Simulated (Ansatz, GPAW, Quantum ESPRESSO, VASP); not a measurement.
**CsBr (Pm-3m, 2 atoms in the cell) computed with different codes at matched settings**

Self-consistent single point.

```xyz
2
Lattice="4.2900 0.0000 0.0000 0.0000 4.2900 0.0000 0.0000 0.0000 4.2900" Properties=species:S:1:pos:R:3 pbc="T T T"
Cs     0.0000     0.0000     0.0000
Br     2.1450     2.1450     2.1450
```

Shared settings, as Ansatz (a quantum-chemistry and plane-wave program) writes them: kpoints.mp_grid.grid = 8 8 8; scf.occupations.method = fermi_dirac; scf.occupations.width = 0.01 eV. Potentials and cutoffs stand in the table.

```json
[
 {"code": "Ansatz", "model": "LDA (PW92), default PAW files made with PBE", "pressure (GPa)": "-1.72", "gap on the mesh (eV)": "4.124", "cutoff": "420 eV"},
 {"code": "GPAW", "model": "LDA (Perdew-Wang 92), GPAW PAW datasets LDA (gpaw-data 1.0.1)", "pressure (GPa)": "-1.66", "gap on the mesh (eV)": "4.126", "cutoff": "600 eV"},
 {"code": "VASP", "model": "LDA (PZ), VASP's LDA PAW potentials (set 64)", "pressure (GPa)": "-1.69", "gap on the mesh (eV)": "4.132", "cutoff": "300 eV"},
 {"code": "Quantum ESPRESSO", "model": "LDA (PZ), GBRV 1.5 ultrasoft (LDA) pseudopotentials", "pressure (GPa)": "-1.79", "gap on the mesh (eV)": "4.123", "cutoff": "40 Ry"}
]
```

Gaps are read on the mesh.

The spread over the programs that give each value: pressure within 0.13 GPa; gap on the mesh within 0.009 eV.

Ansatz's pressure is given at a fixed set of plane waves, as the other plane-wave codes print theirs. The same LDA comes in different parametrisations, which differ slightly.

VASP's run is marked for a possible Pulay error in its stress at this cutoff; no cutoff test was made.

The starting cell has typed, rounded lattice constants, without a prior relaxation at this level.

Left out of this page: ABINIT, CP2K and SIESTA (not drawn, or without a comparable value).

Keys are those of Ansatz 0.2.
